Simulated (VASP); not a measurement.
Consider the following.

```
ZnGeP2
1.0
   -2.45480     2.45480     4.84387
    2.45480    -2.45480     4.84387
    2.45480     2.45480    -4.84387
Zn Ge P
2 2 4
Direct
  0.00000   0.00000   0.00000
  0.75000   0.25000   0.50000
  0.50000   0.50000   0.00000
  0.25000   0.75000   0.50000
  0.87500   0.87938   0.50438
  0.12062   0.62500   0.99562
  0.37500   0.37062   0.49562
  0.62938   0.12500   0.00438
```

Method: LDA (Ceperley-Alder, Perdew-Zunger), VASP's LDA PAW potentials (set 64) (plane waves; VASP). Numerical set-up: 500 eV cut-off, 6×6×6 Γ-centred mesh, Gaussian smearing of 0.050 eV, potentials Zn Ge_d P.

### Question
Estimate the energy per atom (σ→0), pressure, band gap (on the k-mesh) with the smallest direct gap where there is one.

### Answer

```json
{
 "band gap (on the k-mesh)": "0.44 eV",
 "smallest direct gap (on the k-mesh)": "0.44 eV",
 "energy per atom (σ→0)": "-4.487 eV/atom",
 "pressure": "44.96 GPa"
}
```

The compound is ZnGeP2 in the chalcopyrite structure. It was relaxed first under an external pressure of 45 GPa.
